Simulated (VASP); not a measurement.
Here is the system:

```xyz
4
Lattice="4.1820 0.0000 0.0000 0.0000 4.1820 0.0000 0.0000 0.0000 4.1820" Properties=species:S:1:pos:R:3 pbc="T T T"
Sc     0.0000     0.0000     0.0000
Al     0.0000     2.0910     2.0910
Al     2.0910     0.0000     2.0910
Al     2.0910     2.0910     0.0000
```

Calculation: PBE GGA, VASP's PBE PAW potentials (set 64) (plane waves; VASP). Run with 400 eV cut-off, 7×7×7 Monkhorst-Pack mesh, first-order Methfessel-Paxton smearing of 0.10 eV, potentials Sc_sv Al.

**Question.** Give the stress tensor in GPa (positive for a compressed cell).

**Answer.** 
```
-4.38   0.00   0.00
 0.00  -4.38   0.00
 0.00   0.00  -4.38
```
The pressure is its mean diagonal, -4.38 GPa.

The compound is Al3Sc in the L1_2 structure. The cell was not relaxed at this level. The run is one of a series of settings (KPOINTS 7×7×7 Monkhorst-Pack mesh against the base run), some of them coarse on purpose.
